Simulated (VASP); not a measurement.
OSZICAR of a VASP run on Ag (space group Fm-3m):

File OSZICAR:
```
       N       E                     dE             d eps       ncg     rms          rms(c)
DAV:   1     0.410654655102E+02    0.41065E+02   -0.41622E+03  4152   0.759E+02
DAV:   2    -0.239248683731E+01   -0.43458E+02   -0.41321E+02  3944   0.201E+02
DAV:   3    -0.299565445320E+01   -0.60317E+00   -0.60153E+00  4442   0.261E+01
DAV:   4    -0.299747800840E+01   -0.18236E-02   -0.18235E-02  4052   0.140E+00
DAV:   5    -0.299749475122E+01   -0.16743E-04   -0.16743E-04  4106   0.133E-01    0.530E+00
DAV:   6    -0.275595309487E+01    0.24154E+00   -0.56973E-01  3872   0.115E+01    0.346E+00
DAV:   7    -0.274718862997E+01    0.87645E-02   -0.71596E-03  4018   0.114E+00    0.195E+00
DAV:   8    -0.274410079778E+01    0.30878E-02   -0.48772E-04  3862   0.223E-01    0.360E-01
DAV:   9    -0.274410933194E+01   -0.85342E-05   -0.64175E-06  4292   0.238E-02    0.462E-02
DAV:  10    -0.274411575573E+01   -0.64238E-05   -0.15917E-06  3972   0.164E-02    0.321E-02
DAV:  11    -0.274411740925E+01   -0.16535E-05   -0.86845E-07  3436   0.102E-02    0.601E-04
DAV:  12    -0.274411736932E+01    0.39924E-07   -0.16579E-08  1992   0.152E-03
   1 F= -.27441174E+01 E0= -.27434226E+01  d E =-.138951E-02  mag=     0.0000    -0.0000    -0.0000
```

### Question
Which electronic solver shows in the log?

### Answer
It is blocked Davidson (ALGO = Normal, or the opening steps of other solvers). The INCAR had ALGO = Normal.

### Question
How was spin treated?

### Answer
With non-collinear spinors: mag has three components.

### Question
Can the final energy be trusted as converged?

### Answer
The calculation finished and met its thresholds. It stopped with EDIFF = 1E-6, NELM = 100 (PBE GGA with spin-orbit coupling, plane waves, VASP's PBE PAW potentials (set 64)).

The structure is a typed Ag crystal (Fm-3m). The cell was not relaxed at this level. The run is one of a series of settings (GGA_COMPAT = .FALSE., LNONCOLLINEAR = .TRUE., LSORBIT = .TRUE., MAGMOM = 0.0 0.0 0.0, program vasp_ncl against the base run), some of them coarse on purpose.
